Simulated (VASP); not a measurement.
Energy against volume of Fe (bcc). Calculation: MS2 meta-GGA, VASP's PBE PAW potentials (set 64) (plane waves; VASP). Numerical set-up: 520 eV cut-off, 18×18×18 Γ-centred mesh, first-order Methfessel-Paxton smearing of 0.10 eV, potentials Fe.

```json
[
 {"V (Å³/atom)": "10.521", "E (eV/atom)": "-11.59419"},
 {"V (Å³/atom)": "10.847", "E (eV/atom)": "-11.60214"},
 {"V (Å³/atom)": "11.172", "E (eV/atom)": "-11.59591"},
 {"V (Å³/atom)": "11.497", "E (eV/atom)": "-11.57802"}
]
```

Fit these four points and predict the energy of the run at 10.196 Å³/atom.

A cubic in V^(−2/3), the third-order Birch-Murnaghan form, passes through the four points with V0 = 10.86 Å³/atom and B0 = 231 GPa, and gives -11.5691 eV/atom there. The run gave -11.5691 eV/atom, +0.0 meV/atom from the fit; all five points give B0 = 231 GPa.

The compound is Fe in the bcc structure. It was relaxed first, which changed the volume by -8 %.
